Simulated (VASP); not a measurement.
# Al4Ag (Im-3m) in VASP: further runs

Aim: see how the results for Al4Ag move with the level of theory and the settings. Levels: PBE, RPBE, BLYP. Tasks: relaxation of cell and atoms.

Everything below comes from runs of VASP 6.6.1. Logs are shortened: lines on timing, memory, paths and dates and some standing lists are left out, and cuts for length are marked.

### 1 The structure

The structure is cubic, space group Im-3m (No. 229). Conventional cell: a = 5.414 Å, b = 5.414 Å, c = 5.414 Å, α = 90.00°, β = 90.00°, γ = 90.00°. Around Al (site symmetry -3m) lie 2 Ag at 2.34 Å. Ag (site symmetry m-3m) has 8 Al at 2.34 Å as nearest neighbours.

The cell was built by a generator and needn't be a form met in nature.

### 2 Relaxation of cell and atoms, PBE

Contents of INCAR:

```
SYSTEM = Al4Ag
  PREC = Accurate
  ENCUT = 600
  EDIFF = 1E-7
  ISMEAR = 1
  SIGMA = 0.2
  LREAL = .FALSE.
  LASPH = .TRUE.
  NELM = 60
  ALGO = Normal
  ISIF = 3
  LWAVE = .FALSE.
  LCHARG = .FALSE.
  GGA = PE
  IBRION = 2
  NSW = 40
  EDIFFG = -0.005
```

Contents of KPOINTS:

```
regular mesh
0
G
  7 7 7
  0 0 0
```

Contents of POSCAR:

```
Al4Ag
1.0
   -2.7071985100      2.7071985100      2.7071985100
    2.7071985100     -2.7071985100      2.7071985100
    2.7071985100      2.7071985100     -2.7071985100
Al Ag
4 1
Direct
    0.0000000000      0.0000000000      0.5000000000
    0.5000000000      0.0000000000      0.0000000000
    0.5000000000      0.5000000000      0.5000000000
    0.0000000000      0.5000000000      0.0000000000
    0.0000000000      0.0000000000      0.0000000000
```

Potentials or basis: VASP PAW PBE potentials, release 64 (Al, Ag).

Command:

```
$ cat potpaw_PBE.64/Al/POTCAR potpaw_PBE.64/Ag/POTCAR > POTCAR
$ mpirun -np 1 vasp_std > vasp.out
```

OUTCAR:

```text
SYSTEM = Al4Ag
   PREC = Accurate
   ENCUT = 600
   EDIFF = 1E-7
   ISMEAR = 1
   LREAL = .FALSE.
   LASPH = .TRUE.
   NELM = 60
   ISIF = 3
   GGA = PE
   IBRION = 2
   NSW = 40
   EDIFFG = -0.005

 ion  position               nearest neighbor table
   1  0.000  0.000  0.500-   5 2.34   5 2.34   4 2.71   2 2.71   3 2.71   4 2.71   2 2.71   3 2.71

   2  0.500  0.000  0.000-   5 2.34   5 2.34   4 2.71   1 2.71   3 2.71   3 2.71   1 2.71   4 2.71

   3  0.500  0.500  0.500-   5 2.34   5 2.34   4 2.71   1 2.71   2 2.71   4 2.71   1 2.71   2 2.71

   4  0.000  0.500  0.000-   5 2.34   5 2.34   3 2.71   1 2.71   2 2.71   1 2.71   3 2.71   2 2.71

   5  0.000  0.000  0.000-   1 2.34   2 2.34   3 2.34   4 2.34   1 2.34   4 2.34   2 2.34   3 2.34

  LATTYP: Found a body centered cubic cell.
 ALAT       =     5.4143970200

  Lattice vectors:

 A1 = (  -2.7071985100,   2.7071985100,   2.7071985100)
 A2 = (   2.7071985100,  -2.7071985100,   2.7071985100)
 A3 = (   2.7071985100,   2.7071985100,  -2.7071985100)

Analysis of symmetry for initial positions (statically):
=====================================================================
 Subroutine PRICEL returns:
 Original cell was already a primitive cell.

 Routine SETGRP: Setting up the symmetry group for a
 body centered cubic supercell.

 Subroutine GETGRP returns: Found 48 space group operations
 (whereof 48 operations were pure point group operations)
 out of a pool of 48 trial point group operations.

The static configuration has the point symmetry O_h .

Analysis of symmetry for dynamics (positions and initial velocities):
=====================================================================
 Subroutine PRICEL returns:
 Original cell was already a primitive cell.

 Routine SETGRP: Setting up the symmetry group for a
 body centered cubic supercell.

 Subroutine GETGRP returns: Found 48 space group operations
 (whereof 48 operations were pure point group operations)
 out of a pool of 48 trial point group operations.

The dynamic configuration has the point symmetry O_h .

 Subroutine INISYM returns: Found 48 space group operations
 (whereof 48 operations are pure point group operations),
 and found     1 'primitive' translations

----------------------------------------------------------------------------------------

                                     Primitive cell

  volume of cell :      79.3634

  direct lattice vectors                    reciprocal lattice vectors
    -2.707198510  2.707198510  2.707198510     0.000000000  0.184692773  0.184692773
     2.707198510 -2.707198510  2.707198510     0.184692773  0.000000000  0.184692773
     2.707198510  2.707198510 -2.707198510     0.184692773  0.184692773  0.000000000

  length of vectors
     4.689005365  4.689005365  4.689005365     0.261195025  0.261195025  0.261195025

  position of ions in fractional coordinates (direct lattice)
     0.000000000  0.000000000  0.500000000
     0.500000000  0.000000000  0.000000000
     0.500000000  0.500000000  0.500000000
     0.000000000  0.500000000  0.000000000
     0.000000000  0.000000000  0.000000000

  ion indices of the primitive-cell ions
   primitive index   ion index
                 1           1
                 2           2
                 3           3
                 4           4
                 5           5

----------------------------------------------------------------------------------------

 KPOINTS: regular mesh

Automatic generation of k-mesh.
 Grid dimensions read from file:
 generate k-points for:    7    7    7

 Generating k-lattice:

  Cartesian coordinates                     Fractional coordinates (reciprocal lattice)
     0.000000000  0.026384682  0.026384682     0.142857143  0.000000000  0.000000000
     0.026384682  0.000000000  0.026384682     0.000000000  0.142857143  0.000000000
     0.026384682  0.026384682  0.000000000     0.000000000  0.000000000  0.142857143

  Length of vectors
     0.037313575  0.037313575  0.037313575

  Shift w.r.t. Gamma in fractional coordinates (k-lattice)
     0.000000000  0.000000000  0.000000000

 Subroutine IBZKPT returns following result:
 ===========================================

 Found     20 irreducible k-points:

 Following reciprocal coordinates:
            Coordinates               Weight
  0.000000  0.000000  0.000000      1.000000
  0.142857  0.000000  0.000000     12.000000
  0.285714  0.000000  0.000000     12.000000
  0.428571  0.000000  0.000000     12.000000
  0.142857  0.142857  0.000000     24.000000
  0.285714  0.142857 -0.000000     48.000000
[... 12 lines left out ...]
 -0.428571 -0.428571  0.285714      8.000000
 -0.428571  0.428571  0.428571      6.000000
   k-points           NKPTS =     20   k-points in BZ     NKDIM =     20   number of bands    NBANDS=     15
   number of dos      NEDOS =    301   number of ions     NIONS =      5
   total plane-waves  NPLWV =  64000
[... 31 lines left out ...]
   EFERMI_NEDOS =   21; number of points for ismear=-14 and -15
   IALGO  =     38    algorithm
   IMIX   =      4    mixing-type and parameters
     AMIX     =   0.40;   BMIX     =  1.00
     AMIX_MAG =   1.60;   BMIX_MAG =  1.00
  volume/ion in A,a.u.               =      15.87       107.11
  Fermi-wavevector in a.u.,A,eV,Ry     =   1.083371  2.047275 15.969069  1.173693
  Thomas-Fermi vector in A             =   2.219436
   LORBIT       =      0    0 simple, 1 ext, 2 COOP (PROOUT), +10 PAW based schemes
   GGA     = PE    functional components
   LHFCALC =     F    Hartree Fock is set to
   AEXX    =    0.0000 exact exchange contribution
   IVDW    =     0    specifies the selected vdW correction
   LEPSILON=     F    determine dielectric tensor
   LRPA    =     F    only Hartree local field effects (RPA)
 conjugate gradient relaxation of ions
 non-spin polarized calculation
 Methfessel and Paxton  Order N= 1 SIGMA  =   0.20
  energy-cutoff  :      600.00
  volume of cell :       79.36
 maximum number of plane-waves:      2662
 NGX is ok and might be reduce to    40
   NGX = 19   NGY = 19   NGZ = 19

--------------------------------------- Ionic step        1  -------------------------------------------

 number of electron      23.0000000 magnetization

 Free energy of the ion-electron system (eV)
  ---------------------------------------------------
  ext. energy  EPLUGINS =         0.00000000
  ---------------------------------------------------
  free energy    TOTEN  =       -14.02543591 eV

  energy without entropy =      -14.01617810  energy(sigma->0) =      -14.02234997

 E-fermi :   8.7905     XC(G=0): -10.6613

 val. band max:        8.7660409892   @ k =  -0.2857   0.4286   0.1429
 cond. band min:       8.8207716761   @ k =   0.4286   0.0000   0.0000
 fundamental gap:      0.0547306869
 Fermi energy:         8.7904806275

 k-point     1 :       0.0000    0.0000    0.0000
  band No.  band energies     occupation
      1      -2.4526      2.00000
      2       0.0500      2.00000
      3       0.0500      2.00000
      4       0.0500      2.00000
      5       0.8992      2.00000
      6       0.8992      2.00000
      7       6.2502      2.00000
      8       6.2502      2.00000
      9       6.2502      2.00000
     10       7.6206      2.00000
     11       7.6206      2.00000
     12       7.6206      2.00000
     13       9.1163     -0.04346
     14       9.4607     -0.00002
     15       9.4607     -0.00002
[... 846 lines left out ...]
 POSITION                                       TOTAL-FORCE (eV/Angst)
 -----------------------------------------------------------------------------------
      1.48390      1.48390      4.45169         0.000000     -0.000000     -0.000000
      4.45169      1.48390      1.48390         0.000000     -0.000000     -0.000000
      1.48390      1.48390      1.48390        -0.000000      0.000000     -0.000000
      1.48390     -1.48390      1.48390         0.000000      0.000000     -0.000000
     -2.96779      2.96779      2.96779        -0.000000     -0.000000      0.000000
 -----------------------------------------------------------------------------------
    total drift:                               -0.000000     -0.000000      0.000000

  FREE ENERGIE OF THE ION-ELECTRON SYSTEM (eV)
  ---------------------------------------------------
  free  energy   TOTEN  =       -15.9980205889 eV

  energy  without entropy=      -15.9926375762  energy(sigma->0) =      -15.99622625

--------------------------------------- Ionic step        5  -------------------------------------------

 number of electron      23.0000003 magnetization

 Free energy of the ion-electron system (eV)
  ---------------------------------------------------
  ext. energy  EPLUGINS =         0.00000000
  ---------------------------------------------------
  free energy    TOTEN  =       -15.99815839 eV

  energy without entropy =      -15.99279564  energy(sigma->0) =      -15.99637081

 E-fermi :   5.9250     XC(G=0):  -9.5749

 val. band max:        5.9197663530   @ k =  -0.2857   0.4286   0.1429
 cond. band min:       5.9712909949   @ k =   0.4286   0.1429   0.0000
 fundamental gap:      0.0515246419
 Fermi energy:         5.9250150252

 k-point     1 :       0.0000    0.0000    0.0000
  band No.  band energies     occupation
      1      -3.5527      2.00000
      2      -1.1662      2.00000
      3      -1.1662      2.00000
      4      -1.1662      2.00000
      5      -0.4373      2.00000
      6      -0.4373      2.00000
      7       3.8566      2.00000
      8       3.8566      2.00000
      9       3.8566      2.00000
     10       5.1077      2.00000
     11       5.1077      2.00000
     12       5.1077      2.00000
     13       5.4419      2.00335
     14       5.4419      2.00335
     15       5.4419      2.00335
[... 362 lines left out ...]
 POSITION                                       TOTAL-FORCE (eV/Angst)
 -----------------------------------------------------------------------------------
      1.48241      1.48241     -1.48241        -0.000000      0.000000     -0.000000
     -1.48241      1.48241      1.48241        -0.000000     -0.000000     -0.000000
      1.48241      1.48241      1.48241         0.000000      0.000000      0.000000
      1.48241     -1.48241      1.48241         0.000000     -0.000000      0.000000
      2.96482      2.96482     -2.96482         0.000000     -0.000000     -0.000000
 -----------------------------------------------------------------------------------
    total drift:                               -0.000000      0.000000      0.000000

  FREE ENERGIE OF THE ION-ELECTRON SYSTEM (eV)
  ---------------------------------------------------
  free  energy   TOTEN  =       -15.9981583905 eV

  energy  without entropy=      -15.9927956382  energy(sigma->0) =      -15.99637081

 reached required accuracy - stopping structural energy minimisation
```

It took 1.9 min on 1 thread of Intel Xeon Platinum 8488C (Sapphire Rapids), shared host; peak memory 0.26 GiB.

Results:

```yaml
Free_energy: -15.9982 eV
Relaxed_volume: 20.85 Å³/atom
Relaxed_cell: a = 5.135 Å, b = 5.135 Å, c = 5.135 Å, α = 109.47°, β = 109.47°, γ = 109.47°
Space_group_after_relaxing_to_0.05_Å: Im-3m (No. 229)
Energy_gained_by_relaxing: 394.5 meV/atom
Ionic_steps: 5
Pressure_after_relaxing: 0.0 GPa
```

The path:
| step | energy change (eV) | largest force (eV/Å) | pressure (GPa) | volume (Å³) |
| --- | --- | --- | --- | --- |
| 1 | 0.0000 | 0.0000 | 32.92 | 79.36 |
| 2 | -1.5129 | 0.0000 | -6.50 | 123.03 |
| 3 | -1.9726 | 0.0000 | 0.17 | 104.02 |
| 4 | -1.9726 | 0.0000 | -0.17 | 104.56 |
| 5 | -1.9727 | 0.0000 | 0.03 | 104.24 |

Final structure:
```xyz
5
Lattice="-2.9648 2.9648 2.9648 2.9648 -2.9648 2.9648 2.9648 2.9648 -2.9648" Properties=species:S:1:pos:R:3 pbc="T T T"
Al    1.4824    1.4824   -1.4824
Al   -1.4824    1.4824    1.4824
Al    1.4824    1.4824    1.4824
Al    1.4824   -1.4824    1.4824
Ag    2.9648    2.9648   -2.9648
```

Caveat: the volume moved by over 15 % at a fixed basis, so the end points are rough; the bands computed are all filled at some k points, so no gap is given.

### 3 Relaxation of cell and atoms, RPBE

Contents of INCAR:

```
ALGO     = Fast           # electronic algorithm
EDIFF    = 1E-6           # SCF threshold, eV
EDIFFG   = -0.01          # ionic threshold
ENCUT    = 600            # plane-wave cutoff, eV
GGA      = RP             # functional
IBRION   = 2              # ionic algorithm
ISIF     = 3              # what is computed and relaxed
ISMEAR   = 1              # smearing method
LASPH    = T              # aspherical terms in the spheres
LCHARG   = F              # write CHGCAR
LREAL    = F              # projectors in reciprocal space
LWAVE    = F              # write WAVECAR
NELM     = 60             # most SCF steps
NSW      = 40             # ionic steps
PREC     = Accurate       # precision mode
SIGMA    = 0.2            # smearing width, eV
```

Contents of KPOINTS:

```
k-points
0
Gamma
  7 7 7
```

POSCAR is that of step 2.

Potentials or basis: VASP PAW PBE potentials, release 64 (Al, Ag).

Command:

```
$ cat potpaw_PBE.64/Al/POTCAR potpaw_PBE.64/Ag/POTCAR > POTCAR
$ mpirun -np 1 vasp_std > vasp.out
```

Run time: 2.3 min. Hardware: 1 thread of Intel Xeon Platinum 8488C (Sapphire Rapids), shared host; peak memory 0.25 GiB.

Results (log left out):

* Free energy: -14.4643 eV
* Relaxed volume: 21.29 Å³/atom
* Relaxed cell: a = 5.172 Å, b = 5.172 Å, c = 5.172 Å, α = 109.47°, β = 109.47°, γ = 109.47°
* Space group after relaxing (to 0.05 Å): Im-3m (No. 229)
* Energy gained by relaxing: 450.1 meV/atom
* Ionic steps: 5
* Pressure after relaxing: 0.0 GPa

The path:
| step | energy change (eV) | largest force (eV/Å) | pressure (GPa) | volume (Å³) |
| --- | --- | --- | --- | --- |
| 1 | 0.0000 | 0.0000 | 35.19 | 79.36 |
| 2 | -1.7728 | 0.0000 | -6.21 | 126.52 |
| 3 | -2.2475 | 0.0000 | 0.20 | 106.07 |
| 4 | -2.2476 | 0.0000 | -0.10 | 106.66 |
| 5 | -2.2507 | 0.0000 | 0.01 | 106.47 |

Final structure:
```
Al Ag
1.0
    -2.98581    2.98581    2.98581
     2.98581   -2.98581    2.98581
     2.98581    2.98581   -2.98581
Al Ag
4 1
Cartesian
  4.4787 -1.4929 1.4929
  -1.4929 1.4929 1.4929
  1.4929 1.4929 1.4929
  -1.4929 1.4929 4.4787
  0.0000 0.0000 0.0000
```

Levels at points of the mesh, in eV from the Fermi level:
```
           k point  band 8  band 9  band 10  band 11  band 12  band 13  band 14  band 15
(0.00, 0.00, 0.00)   -2.03   -2.03    -0.80    -0.80    -0.80    -0.51    -0.51    -0.51
```

Caveat: the volume moved by over 15 % at a fixed basis, so the end points are rough; the bands computed are all filled at some k points, so no gap is given; the PAW data sets were made with another functional, which shifts forces and pressure a little.

### 4 Relaxation of cell and atoms, BLYP (cell strained at random at fixed volume)

Contents of INCAR:

```
SYSTEM = Al4Ag
AGGAC = 1.0
AGGAX = 1.0
ALDAC = 0.0
ALDAX = 1.0
ALGO = Fast
EDIFF = 1E-6
EDIFFG = -0.02
ENCUT = 600
GGA = B5
IBRION = 2
ISIF = 3
ISMEAR = 1
LASPH = .TRUE.
LCHARG = .FALSE.
LREAL = .FALSE.
LWAVE = .FALSE.
NELM = 100
NSW = 60
PREC = Accurate
SIGMA = 0.1
```

Contents of KPOINTS:

```
k-points
0
G
  7 7 7
  0 0 0
```

Contents of POSCAR:

```
Al4Ag
4.6319
   -0.565473131976      0.593853278352      0.572354757227
    0.577243895594     -0.603230207906      0.593502450398
    0.566466029059      0.604222889095     -0.581731686781
Al Ag
4 1
Direct
    0.0000000000      0.0000000000      0.5000000000
    0.5000000000      0.0000000000      0.0000000000
    0.5000000000      0.5000000000      0.5000000000
    0.0000000000      0.5000000000      0.0000000000
    0.0000000000      0.0000000000      0.0000000000
```

Command:

```
$ cat potpaw_PBE.64/Al/POTCAR potpaw_PBE.64/Ag/POTCAR > POTCAR
$ mpirun -np 1 vasp_std > vasp.out
```

It took 25 min on 1 thread of Intel Xeon Platinum 8488C (Sapphire Rapids), shared host; peak memory 0.45 GiB.

Results (log left out):

```yaml
Free_energy: -12.0420 eV
Relaxed_volume: 22.42 Å³/atom
Relaxed_cell: a = 5.263 Å, b = 5.263 Å, c = 5.266 Å, α = 111.04°, β = 107.86°, γ = 109.61°
Space_group_after_relaxing_to_0.05_Å: Immm (No. 71)
Energy_gained_by_relaxing: 534.7 meV/atom
Ionic_steps: 8
Pressure_after_relaxing: 0.0 GPa
```

Stress tensor (GPa, compression positive):
```
-0.11  0.02  0.05
 0.02 -0.03  0.02
 0.05  0.02  0.09
```

The path:
```
step  energy change (eV)  largest force (eV/Å)  pressure (GPa)  volume (Å³)
   1              0.0000                0.0000           37.13        79.36
   2             -2.4099                0.0000           -4.11       129.53
   3             -2.6669                0.0000            0.54       110.54
   4             -2.6726                0.0000           -0.13       112.40
   5             -2.6725                0.0000            0.15       111.67
   6             -2.6729                0.0000            0.13       111.65
   7             -2.6733                0.0000            0.15       111.62
   8             -2.6736                0.0000           -0.02       112.08
```

Final structure:
```
Al Ag
1.0
    -2.98339    3.09786    3.03347
     2.97894   -3.10234    3.03303
     2.98193    3.10115   -3.03682
Al Ag
4 1
Direct
  0.00000 0.00000 0.50000
  0.50000 0.00000 0.00000
  0.50000 0.50000 0.50000
  0.00000 0.50000 0.00000
  0.00000 0.00000 0.00000
```

Levels at points of the mesh, in eV from the Fermi level:
| k point | band 8 | band 9 | band 10 | band 11 | band 12 | band 13 | band 14 | band 15 |
| --- | --- | --- | --- | --- | --- | --- | --- | --- |
| (0.00, 0.00, 0.00) | -1.81 | -1.67 | -1.06 | -0.85 | -0.85 | -0.64 | -0.58 | -0.48 |

Caveat: the bands computed are all filled at some k points, so no gap is given; the PAW data sets were made with another functional, which shifts forces and pressure a little.

### 5 The reference run

An earlier run on the cell as given: functional PBE; potentials or basis VASP PAW PBE potentials, release 64 (Al, Ag); cutoff 520 eV; k mesh 7 × 7 × 7; occupations fermi-dirac, width 0.05 eV; no spin polarisation.

* Pressure: 32.9 GPa
* Band gap on the k mesh: none (metal or under the smearing width)

### 6 Overview

```csv
task,level,cell,cutoff (eV),smearing,pressure (GPa),relaxed volume (Å³/atom)
relaxation of cell and atoms,PBE,relaxed,600,methfessel-paxton 0.2 eV,0.0,20.85
relaxation of cell and atoms,RPBE,relaxed,600,methfessel-paxton 0.2 eV,0.0,21.29
relaxation of cell and atoms,BLYP,relaxed from: cell strained at random at fixed volume,600,methfessel-paxton 0.1 eV,0.0,22.42
single point,PBE,as given,520,fermi-dirac 0.05 eV,32.9,-
```

Alike in all rows: potentials or basis VASP PAW PBE potentials, release 64 (Al, Ag); no spin polarisation; k mesh 7 × 7 × 7.

Caveats: the bands computed are all filled at some k points, so no gap is given (some runs); the volume moved by over 15 % at a fixed basis, so the end points are rough (some runs); the PAW data sets were made with another functional, which shifts forces and pressure a little (some runs); a pressure of tens of GPa on the cell as given is suspect, and the run, the potentials or the cell itself is likely at fault (some runs).

Absolute energies hang on the potentials; compare differences alone.
